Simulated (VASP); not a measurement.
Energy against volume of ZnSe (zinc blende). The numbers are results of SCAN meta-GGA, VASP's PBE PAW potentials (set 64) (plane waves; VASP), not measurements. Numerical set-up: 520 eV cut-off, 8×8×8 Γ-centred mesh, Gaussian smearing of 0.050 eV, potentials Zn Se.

```json
[
 {"V (Å³/atom)": "21.802", "E (eV/atom)": "-17.56475"},
 {"V (Å³/atom)": "22.477", "E (eV/atom)": "-17.56961"},
 {"V (Å³/atom)": "23.151", "E (eV/atom)": "-17.56585"},
 {"V (Å³/atom)": "23.825", "E (eV/atom)": "-17.55535"}
]
```

Q: Fit these four points and predict the energy of the run at 21.128 Å³/atom.

A: A cubic in V^(−2/3), the third-order Birch-Murnaghan form, passes through the four points with V0 = 22.49 Å³/atom and B0 = 68 GPa, and gives -17.5490 eV/atom there. The run gave -17.5495 eV/atom, -0.5 meV/atom from the fit; all five points give B0 = 67 GPa.

The compound is ZnSe in the zinc blende structure. It was relaxed first.
